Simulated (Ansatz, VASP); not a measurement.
## Cross-check of BaNaBr3 between VASP and Ansatz

One calculation is typed for both programs; each brings its own data sets. How far apart do they land? The cell is generated by rule, not measured, and may not be a known phase. The cell is taken from a series of runs on this material, whose earlier steps may have relaxed, scaled, displaced or heated it; both programs get it as it stands.

Program: Ansatz 0.2.0. Level of theory: plane waves, with VASP 6.6.1 beside it; single point at PBE0. Results are calculated unless marked as measured.

The structure was built from a prototype and need not be the compound's stable phase.

**1. The structure**

The structure is cubic, space group Pm-3m (No. 221). Conventional cell: a = 6.279 Å, b = 6.279 Å, c = 6.279 Å, α = 90.00°, β = 90.00°, γ = 90.00°. Nearest to Na lie 12 Br at 4.44 Å. Ba has 6 Br at 3.14 Å nearest. Nearest to Br lie 2 Ba at 3.14 Å. It derives from Ba1Br3Na1. Farther neighbours and most contacts between anions are not listed.

Structure file:

```xyz
5
Lattice="6.2793 0.0000 0.0000 0.0000 6.2793 0.0000 0.0000 0.0000 6.2793" Properties=species:S:1:pos:R:3 pbc="T T T"
Na    0.0000    0.0000    0.0000
Ba    3.1397    3.1397    3.1397
Br    3.1397    3.1397    0.0000
Br    3.1397    0.0000    3.1397
Br    0.0000    3.1397    3.1397
```

**2. VASP: single point, PBE0**

With cell and atoms fixed, the geometry can't cause a difference; cores, projectors, grids and the points listed under the comparison can.

Lines of VASP's logs that name or quote its potential files are left out, and so is its time.

The run reads the wave functions of an earlier VASP run, which isn't shown here.

INCAR reads:

```
SYSTEM = BaNaBr3
PREC = Accurate
ENCUT = 400
EDIFF = 1E-06
NELM = 100
ISMEAR = 0
SIGMA = 0.01
LREAL = .FALSE.
ALGO = Normal
LHFCALC = .TRUE.
AEXX = 0.25
GGA = PE
LASPH = .TRUE.
NBANDS = 25
PRECFOCK = Fast
LORBIT = 11
LWAVE = .FALSE.
LCHARG = .FALSE.
ISIF = 2
```

POSCAR reads:

```
BaNaBr3
1.0
    6.2793234105      0.0000000000      0.0000000000
    0.0000000000      6.2793234105      0.0000000000
    0.0000000000      0.0000000000      6.2793234105
Na Ba Br
1 1 3
Direct
    0.0000000000      0.0000000000      0.0000000000
    0.5000000000      0.5000000000      0.5000000000
    0.5000000000      0.5000000000      0.0000000000
    0.5000000000      0.0000000000      0.5000000000
    0.0000000000      0.5000000000      0.5000000000
```

KPOINTS reads:

```
Automatic mesh
0
Gamma
2 2 2
0 0 0
```

PAW data sets: Na_pv, Ba_sv and Br (PBE family, release 64).

The run is started by

```bash
$ export OMP_NUM_THREADS=3
$ mpirun -np 1 vasp_std
```

Numbers of over 12 decimals in the logs are rounded to 6 here.

Output:

```text
[banner, memory and clock lines left out]
running    1 mpi-ranks, on    1 nodes
 distrk:  each k-point on    1 cores,    1 groups
 distr:  one band on    1 cores,    1 groups
 Offloading initialized ...    1 GPUs detected
 POSCAR found type information on POSCAR NaBaBr
 POSCAR found :  3 types and       5 ions
 LDA part: xc-table for (Slater+PW92), standard interpolation
 found WAVECAR, reading the header
 POSCAR, INCAR and KPOINTS ok, starting setup
 FFT: planning ... GRIDC
 FFT: planning ... GRID_SOFT
 FFT: planning ... GRID
 reading WAVECAR
 the WAVECAR file was read successfully
 initial charge from wavefunction
 entering main loop
       N       E                     dE             d eps       ncg     rms          rms(c)
DAV:   1    -0.203842920726E+02   -0.20384E+02   -0.43805E-01   236   0.437E+00    0.796E-01
DAV:   2    -0.203921965952E+02   -0.79045E-02   -0.33087E-02   308   0.102E+00    0.499E-01
DAV:   3    -0.203900800198E+02    0.21166E-02   -0.24427E-03   244   0.359E-01    0.303E-01
DAV:   4    -0.203894720760E+02    0.60794E-03   -0.12492E-03   220   0.209E-01    0.187E-01
DAV:   5    -0.203893694060E+02    0.10267E-03   -0.34507E-04   294   0.971E-02    0.113E-01
DAV:   6    -0.203893476669E+02    0.21739E-04   -0.60635E-05   296   0.418E-02    0.654E-02
DAV:   7    -0.203893440125E+02    0.36544E-05   -0.13605E-05   254   0.222E-02    0.369E-02
DAV:   8    -0.203893456792E+02   -0.16667E-05   -0.52917E-06   270   0.138E-02    0.208E-02
DAV:   9    -0.203893479909E+02   -0.23116E-05   -0.19845E-06   208   0.902E-03    0.120E-02
DAV:  10    -0.203893497670E+02   -0.17762E-05   -0.10101E-06   179   0.678E-03    0.721E-03
DAV:  11    -0.203893508826E+02   -0.11156E-05   -0.55312E-07   179   0.500E-03    0.447E-03
DAV:  12    -0.203893515752E+02   -0.69262E-06   -0.31131E-07   171   0.370E-03
   1 F= -.20389352E+02 E0= -.20389352E+02  d E =-.135350E-13
```

Parts of OUTCAR (step 2):

```text
ion  position               nearest neighbor table
   1  0.000  0.000  0.000-
   2  0.500  0.500  0.500-   3 3.14   4 3.14   5 3.14   3 3.14   4 3.14   5 3.14
   3  0.500  0.500  0.000-   2 3.14   2 3.14
   4  0.500  0.000  0.500-   2 3.14   2 3.14
   5  0.000  0.500  0.500-   2 3.14   2 3.14

  LATTYP: Found a simple cubic cell.
 ALAT       =     6.2793234105

 Subroutine GETGRP returns: Found 48 space group operations
 (whereof 48 operations were pure point group operations)

The static configuration has the point symmetry O_h .

 Found      4 irreducible k-points:

   k-points           NKPTS =      4   k-points in BZ     NKDIM =      8   number of bands    NBANDS=     25

   dimension x,y,z NGX =    42 NGY =   42 NGZ =   42
   dimension x,y,z NGXF=    84 NGYF=   84 NGZF=   84

   ENCUT  =  400.0 eV  29.40 Ry    5.42 a.u.  10.24 10.24 10.24*2*pi/ulx,y,z

   NELECT =      38.0000    total number of electrons

 k-points in reciprocal lattice and weights: Automatic mesh
   0.00000000  0.00000000  0.00000000       0.125
   0.50000000  0.00000000  0.00000000       0.375
   0.50000000  0.50000000  0.00000000       0.375
   0.50000000  0.50000000  0.50000000       0.125

  exchange ACFDT corr.  =         0.00000000  see jH, gK, PRB 81, 115126

 average (electrostatic) potential at core
       1 -45.8264       2 -35.7957       3 -61.2807       4 -61.2807       5 -61.2807

 E-fermi :  -3.2481

 k-point     1 :       0.0000    0.0000    0.0000
  band No.  band energies     occupation
    ...
     15      -3.6737      2.00000
     16      -3.6737      2.00000
     17      -3.4653      2.00000
     18      -3.4653      2.00000
     19      -3.4653      2.00000
     20       1.4080      0.00000
     21       3.7192      0.00000
     22       3.7192      0.00000
     23       3.7192      0.00000
     24       5.0607      0.00000
    ...

 k-point     2 :       0.5000    0.0000    0.0000
  band No.  band energies     occupation
    ...
     15      -3.9067      2.00000
     16      -3.9067      2.00000
     17      -3.7355      2.00000
     18      -3.5099      2.00000
     19      -3.5099      2.00000
     20       2.4239      0.00000
     21       3.4369      0.00000
     22       3.8219      0.00000
     23       4.5457      0.00000
     24       4.5457      0.00000
    ...

 k-point     3 :       0.5000    0.5000    0.0000
  band No.  band energies     occupation
    ...
     15      -3.8957      2.00000
     16      -3.8565      2.00000
     17      -3.8565      2.00000
     18      -3.6832      2.00000
     19      -3.3021      2.00000
     20       2.6589      0.00000
     21       4.4026      0.00000
     22       4.4026      0.00000
     23       4.8345      0.00000
     24       4.8345      0.00000
    ...

  Total        0.2893341      0.2893341      0.2893341     -0.0000000     -0.0000000     -0.0000000
  in kB        1.8722835      1.8722835      1.8722835     -0.0000000     -0.0000000     -0.0000000
  external PRESSURE =       1.8722835 kB  Pullay stress =       0.0000000 kB

  energy-cutoff  :      400.00
  volume of cell :      247.59
      direct lattice vectors                 reciprocal lattice vectors
     6.279323410  0.000000000  0.000000000     0.159252826  0.000000000  0.000000000
     0.000000000  6.279323410  0.000000000     0.000000000  0.159252826  0.000000000
     0.000000000  0.000000000  6.279323410     0.000000000  0.000000000  0.159252826

 POSITION                                       TOTAL-FORCE (eV/Angst)
 -----------------------------------------------------------------------------------
      0.00000      0.00000      0.00000         0.000000      0.000000      0.000000
      3.13966      3.13966      3.13966         0.000000      0.000000      0.000000
      3.13966      3.13966      0.00000         0.000000      0.000000      0.000000
      3.13966      0.00000      3.13966         0.000000      0.000000      0.000000
      0.00000      3.13966      3.13966         0.000000      0.000000      0.000000
 -----------------------------------------------------------------------------------
    total drift:                                0.000000     -0.000000      0.000000

  FREE ENERGIE OF THE ION-ELECTRON SYSTEM (eV)
  ---------------------------------------------------
  free  energy   TOTEN  =       -20.3893515752 eV

  energy  without entropy=      -20.3893515752  energy(sigma->0) =      -20.38935158

 total charge
# of ion       s       p       d       tot
------------------------------------------
    1        0.003   5.953   0.000   5.957
    2        2.001   5.640   0.219   7.861
    3        1.594   3.334   0.002   4.930
    4        1.594   3.334   0.002   4.930
    5        1.594   3.334   0.002   4.930
--------------------------------------------------
tot          6.787  21.596   0.225  28.608

[... 1 further part left out ...]
```

The run ends at a pressure of 0.19 GPa.

**3. Ansatz: single point, PBE0**

Ansatz runs on its default PAW (the set named soft_2) files.

The same cell, functional and mesh now go to Ansatz, which takes its cutoff from its data sets.

input.yaml reads:

```yaml
crystal:
  lattice:
    - [6.2793234105, 0.0, 0.0]
    - [0.0, 6.2793234105, 0.0]
    - [0.0, 0.0, 6.2793234105]
  atoms:
    - { symbol: Na, position: [0.0, 0.0, 0.0] }
    - { symbol: Ba, position: [0.5, 0.5, 0.5] }
    - { symbol: Br, position: [0.5, 0.5, 0.0] }
    - { symbol: Br, position: [0.5, 0.0, 0.5] }
    - { symbol: Br, position: [0.0, 0.5, 0.5] }
kpoints:
  mp_grid: { grid: [2, 2, 2] }
  band_path:
    path: [[0.0, 0.0, 0.0], [0.0, 0.5, 0.0], [0.5, 0.5, 0.0], [0.5, 0.5, 0.5]]
    npoints: 1
hamiltonian:
  xc: pbe0
scf:
  occupations: { method: fixed }
  n_extra_bands: 5
output:
  eigenvalues: true
  write_density: true
  write_potential: true
  elf: true
  volumetric_format: npy
```

The run is started by

```bash
$ ansatz run input.yaml --threads 4 --pin off --max-ram 17510MiB --backend cpu --events-out ev --progress --plain --runs-dir out
```

Output:

```text
scf.n_extra_bands = 5 over 20 filled bands (N_el = 40.0): the run solves 25 bands
Engine: ansatz 0.2.0, aarch64-unknown-linux-gnu
Pseudopotentials: kind: paw
Pseudopotential: Na, paw, valence charge 9, recommended cutoff 420 eV (normal), Na.paw.azcp
Pseudopotential: Ba, paw, valence charge 10, recommended cutoff 420 eV (normal), Ba.paw.azcp
Pseudopotential: Br, paw, valence charge 7, recommended cutoff 420 eV (normal), Br.paw.azcp
Functional definition: PBE0
  parameter a = 0.25
  parameter kappa = 0.804
  parameter beta = 0.066725
  exchange = (1 - a)*pbe_x(kappa = kappa, mu = beta*pi^2/3) + a*exact_x
  correlation = pbe_c(beta = beta)
davidson cushion auto → on  (no smearing: the cushion is to keep the highest requested band from converging to the state above it; pin scf.eigensolver.cushion to override)
Crystal: 5 atoms, lattice volume = 247.593 Å³
Basis set: ecut = 420 eV, 4945 PW (Γ)
Bands: 25, of which v1, the nominal top of the filled ones, is band 20 counted from 1 (19 counted from 0)
Symmetry: 48 space group operations
Space group: Pm-3m (ITA 221), of the structure as read, at distance tolerance 6.3e-5 Å
k-points: 4 of 8
Non-local potential: Na, projectors of the file, l = 0: 3, l = 1: 2, l = 2: 1
Non-local potential: Ba, projectors of the file, l = 0: 3, l = 1: 2, l = 2: 2, l = 3: 2
Non-local potential: Br, projectors of the file, l = 0: 2, l = 1: 2, l = 2: 2
PAW form: soft (Blöchl's): semilocal exchange-correlation on the pseudo side does not see the compensation charge
PAW frozen core: Na, regenerated for the run's functional, and the local potential with it (the file was generated under x = pbe(κ = 0.804, μ = 0.219515), c = pbe(β = 0.066725))
PAW frozen core: Ba, regenerated for the run's functional, and the local potential with it (the file was generated under x = pbe(κ = 0.804, μ = 0.219515), c = pbe(β = 0.066725))
PAW frozen core: Br, regenerated for the run's functional, and the local potential with it (the file was generated under x = pbe(κ = 0.804, μ = 0.219515), c = pbe(β = 0.066725))
PAW one-centre angular grid: Na, 110 points (default); XC on 64 Gauss nodes
PAW one-centre angular grid: Ba, 194 points (default); XC on 64 Gauss nodes
PAW one-centre angular grid: Br, 110 points (default); XC on 64 Gauss nodes
Initial density: superposition of atomic densities (neutral atoms: chi_scale 0, normalization atom), corrected by the library's trained network
Initial wavefunctions: pseudopotential atomic-orbital guess
Functional: x = pbe(κ = 0.804, μ = 0.219515), c = pbe(β = 0.066725), warm-up for x = 0.75 pbe(κ = 0.804, μ = 0.219515) + 0.25 exact, c = pbe(β = 0.066725)
SCF iter   1: F=—  HF=-15793.799482 eV  |F-HF|=—  |Δ(HF+E_count)|=         —  Δρ=1.09e-3  dr2=3.04e-3  ethr=1.77e-3  ⟨swp⟩=13.8  Hψ=526  notcnv=0
preconditioner: auto → none  [insulator: Δε(μ)=2.858 eV  Ē_g=10.488 eV  n_scr=32 (ndim 8)  ℏωp=12.9 eV  f_vac=0.257]
SCF iter   2: F=-15793.801343 eV  HF=-15793.801127 eV  |F-HF|=2.16e-4  |Δ(HF+E_count)|=   1.65e-3  Δρ=3.72e-4  dr2=3.41e-4  ethr=7.61e-6  ⟨swp⟩=7.5  Hψ=393  notcnv=0  defer=8
SCF 1 stopped early in 2 iterations: F = -15793.801343 eV  dr2 = 3.41e-4
  greatest PAW one-centre occupation: 0.999 electrons in one spin orbital (limit 2), on the Na atom at site 0 (counted from 0), in its partial waves of l = 0
Initial density: handed on by an earlier stage of this run
Initial wavefunctions: those handed on with the density
Functional: x = 0.75 pbe(κ = 0.804, μ = 0.219515) + 0.25 exact, c = pbe(β = 0.066725)
Frozen-core exchange: fock
SCF iter   1: F=—  HF=-15803.724246 eV  |F-HF|=—  |Δ(HF+E_count)|=         —  Δρ=3.15e-3  dr2=2.55e-2  ethr=8.53e-6  ⟨swp⟩=8.8  Hψ=511  notcnv=0
preconditioner: auto → none  [insulator: Δε(μ)=4.722 eV  Ē_g=12.679 eV  n_scr=32 (ndim 8)  ℏωp=12.9 eV  f_vac=0.257]
SCF iter   2: F=—  HF=-15803.713473 eV  |F-HF|=—  |Δ(HF+E_count)|=   1.08e-2  Δρ=1.15e-3  dr2=3.55e-3  ethr=8.53e-6  ⟨swp⟩=4.0  Hψ=327  notcnv=0  defer=1
SCF iter   3: F=—  HF=-15803.722398 eV  |F-HF|=—  |Δ(HF+E_count)|=   8.92e-3  Δρ=5.34e-4  dr2=9.94e-4  ethr=5.64e-6  ⟨swp⟩=4.2  Hψ=286  notcnv=0
iter 4 solved again at ethr=5.55e-8 eV; its pass at ethr=2.29e-6 eV (dr2=2.22e-5 eV) is discarded
SCF iter   4: F=—  HF=-15803.722082 eV  |F-HF|=—  |Δ(HF+E_count)|=   3.16e-4  Δρ=9.38e-5  dr2=4.75e-5  ethr=5.55e-8  ⟨swp⟩=5.2  Hψ=555  notcnv=0
SCF iter   5: F=-15803.722241 eV  HF=-15803.722247 eV  |F-HF|=5.99e-6  |Δ(HF+E_count)|=   1.66e-4  Δρ=4.19e-5  dr2=1.10e-5  ethr=5.55e-8  ⟨swp⟩=4.8  Hψ=322  notcnv=0
SCF 2 stopped early in 5 iterations: F = -15803.722241 eV  dr2 = 1.10e-5
hybrid outer 1: dexx = +1.218e-2 eV, tail = 5.55e-5 eV
Frozen-core exchange: fock
SCF iter   1: F=—  HF=-15803.722993 eV  |F-HF|=—  |Δ(HF+E_count)|=         —  Δρ=2.80e-5  dr2=7.30e-7  ethr=6.94e-7  ⟨swp⟩=3.5  Hψ=265  notcnv=0
preconditioner: auto → none  [insulator: Δε(μ)=4.680 eV  Ē_g=12.655 eV  n_scr=32 (ndim 8)  ℏωp=12.9 eV  f_vac=0.271]
SCF iter   2: F=—  HF=-15803.722994 eV  |F-HF|=—  |Δ(HF+E_count)|=   1.15e-6  Δρ=1.40e-5  dr2=4.03e-7  ethr=1.66e-9  ⟨swp⟩=6.2  Hψ=419  notcnv=0
SCF iter   3: F=-15803.722994 eV  HF=-15803.722994 eV  |F-HF|=9.46e-9  |Δ(HF+E_count)|=   1.36e-7  Δρ=6.90e-6  dr2=4.13e-8  ethr=9.30e-10  ⟨swp⟩=3.0  Hψ=271  notcnv=0
SCF 3 converged in 3 iterations: F = -15803.722994 eV  dr2 = 4.13e-8
hybrid outer 2: dexx = +8.469e-7 eV, tail = 1.12e-7 eV, Δε = 3.62e-3 eV (about 1.80e-4 eV left of the loop's levels)
NSCF: frozen V_eff on 4 k-points
hybrid SCF converged: 2 outer / 8 inner (+2 warm-up), last move |dexx| = 8.47e-7 eV, tail = 1.12e-7 eV
Stability not checked: this state was not tested for a lower state beside it, because the functional holds exact exchange (a hybrid, or Hartree-Fock), whose exchange loop this test does not read (fock_operator; see scf.lower_state_search)
Free energy (F): -15803.722994 eV
Frozen-core exchange: fock
Harris-Foulkes:  -15803.722994 eV  (|F-HF|=9.46e-9)
Internal energy: -15803.722994 eV  (E = F + TS)
E sigma→0 (E₀):  -15803.722994 eV
Fermi energy:    -1.225506 eV
--- Per-component energies (eV) ---
  E_band       = -536.568695
  E_kinetic    = 689.728435
  E_local      = -2898.175656  (includes V_loc(G=0)·N_el)
  E_nonlocal   = 381.159350
  E_hartree    = 992.301109
  E_xc         = -767.667760
  E_vxc        = -384.963106  (∫ρ·V_xc dr)
  E_exx        = -118.208105  (= α·E_x^exact, valence–valence)
  E_paw        = -12354.036997  (= ΣΔE_a)
  E_vpaw       = -72.505649  (= ΣTr[D̂ρ^β])
  E_aug_tail   = -0.000006  (compensation charges beyond the density's cutoff)
  E_ewald      = -1727.602549
  E_core_change = -1.220815  (= ΣΔE_core)
  E_smearing   = -0.000000  (= −TS)
  E_closure    = -0.000000  (closes the sum)
  Σ components = -15803.722994   (vs F -15803.722994, Δ=1.82e-12)
--- Band table (eV) ---
  k-point 0: bands = [... 16 lower, -1.6099, -1.4140, -1.4140, -1.4140, 3.4544, 5.7936, 5.7936, 5.7936, ... 1 higher]
  k-point 1: bands = [... 16 lower, -1.8368, -1.6727, -1.4554, -1.4554, 4.4762, 5.4886, 5.8985, 6.6180, ... 1 higher]
  k-point 2: bands = [... 16 lower, -1.7923, -1.7923, -1.6215, -1.2290, 4.7124, 6.4453, 6.4453, 6.9178, ... 1 higher]
  k-point 3: bands = [... 16 lower, -2.4196, -1.2255, -1.2255, -1.2255, 4.2496, 7.4533, 7.4533, 7.4533, ... 1 higher]
```

**4. Comparison**

Known differences besides the potentials themselves: exact exchange at q = 0 is treated differently, which shows on coarse meshes; VASP keeps PBE cores, Ansatz makes them for the functional; fixed occupations in Ansatz, narrow Gaussian smearing in VASP; the data sets hold 40 valence electrons in Ansatz (on its default PAW (the set named soft_2) files) and 38 in VASP; the cutoff is 420 eV in Ansatz and 400 eV in VASP; VASP takes a coarser grid for exact exchange (PRECFOCK = Fast). Total energies have different zeros and are not compared.

Compared:

```
              quantity  Ansatz   VASP  difference
gap on the k mesh (eV)   4.680  4.707      -0.027
```

A gap on the mesh is an upper bound, since the band edges may lie between its points.

**5. Outcome**

- difference in gap on the k mesh (single point, PBE0): -0.027 eV

What this shows: The difference in gap on the k mesh is -0.027 eV (single point, PBE0), within the 0.08 eV picked in this series as the mark of a large difference. The data sets hold unlike numbers of valence electrons (40 in Ansatz and 38 in VASP), so part of the differences comes from the potentials. Such differences can come from data sets, numerical settings and the points named under the comparisons, not from the functional's error against experiment.

[Lines on the potential files, build, host, timing and source positions are cut from VASP's logs without a mark.]

[Logs are printed without paths, hosts, clocks, repeated set-up lines and the standing remarks that a program may print on its own settings, such as how far it seeks lower states.]

[Hosts, paths, dates, database ids (printed as entryN), source tags and the programs' standing remarks are cut or masked in the printed files.]
